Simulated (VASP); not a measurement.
Data:

```
CELL_PARAMETERS angstrom
      3.87362     0.00000     0.00000
      0.00000     3.87362     0.00000
      0.00000     0.00000     3.87362
ATOMIC_POSITIONS crystal
  Sr 0.00000 0.00000 0.00000
  Ti 0.50000 0.50000 0.50000
  O  0.50000 0.00000 0.50000
  O  0.00000 0.50000 0.50000
  O  0.50000 0.50000 0.00000
```

Calculation: r2SCAN meta-GGA, VASP's PBE PAW potentials (set 64) (plane waves; VASP). Run with 520 eV cut-off, 7×7×7 Γ-centred mesh, Gaussian smearing of 0.050 eV, potentials Sr_sv Ti_sv O.

### Question
What does the run give for the energy per atom (σ→0), pressure?

### Answer

```
Property                         Value
---------------------  ---------------
energy per atom (σ→0)  -12.659 eV/atom
pressure                      6.15 GPa
```

Only differences to runs with the same potentials and settings are physical.

The compound is SrTiO3 in the cubic perovskite structure, the ideal cubic form; the compound distorts at low or room temperature. This cell is one point of a volume scan, at 0.97 of the reference volume.
